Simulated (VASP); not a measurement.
An input for Ansatz (written as the equivalent of a VASP run, and not itself run):

Ansatz 0.2 input:
```yaml
crystal:
  lattice:
    - [0.0000000, 1.7371200, 1.7371200]
    - [1.7371200, 0.0000000, 1.7371200]
    - [1.7371200, 1.7371200, 0.0000000]
  atoms:
    - { symbol: Ni, position: [0.0000000, 0.0000000, 0.0000000], spin: 1 }
kpoints:
  mp_grid: { grid: [11, 11, 11] }
hamiltonian:
  xc: pbe
  pseudopotentials: { kind: paw }
magnetization: { spin_polarized: true }
scf:
  occupations: { method: fermi_dirac, width: 0.1 }
  max_iter: 100
output: { forces: true, stress: true, eigenvalues: true }
```

### Question
Translate this input to VASP (INCAR, KPOINTS, POSCAR, choice of POTCAR).

### Answer
This is not unique; one that fits is 
File KPOINTS:
```
Automatic mesh
0
Gamma
11 11 11
0 0 0
```

POSCAR:
```
Ni
1
    0.0000000000     1.7371200000     1.7371200000
    1.7371200000     0.0000000000     1.7371200000
    1.7371200000     1.7371200000     0.0000000000
Ni
1
Direct
  0.0000000000   0.0000000000   0.0000000000
```

### INCAR
```
! general
SYSTEM  = Ni
PREC    = Accurate
ENCUT   = 300
LREAL   = .FALSE.
LASPH   = .TRUE.

! electronic loop
EDIFF   = 1E-6
NELM    = 100
ALGO    = Normal
LMAXMIX = 4

! smearing
ISMEAR  = -1
SIGMA   = 0.1

! functional
GGA     = PE

! spin
ISPIN   = 2
MAGMOM  = 1.0

! ions
ISIF    = 2

! output
LWAVE   = .FALSE.
LCHARG  = .FALSE.
LORBIT  = 11
```

POTCAR, in this order: Ni (PBE.64 set). Program: vasp_std.

The two are equivalent in intent, not identical: each code has its own PAW files, so the cut-off isn't converted (ENCUT is set for VASP's; basis.ecutwfc is left out, and Ansatz then takes the one that its files recommend); Ansatz stops its SCF on the density residual and VASP on the energy change (EDIFF).

The structure is a typed Ni crystal (Fm-3m). The cell was not relaxed at this level.
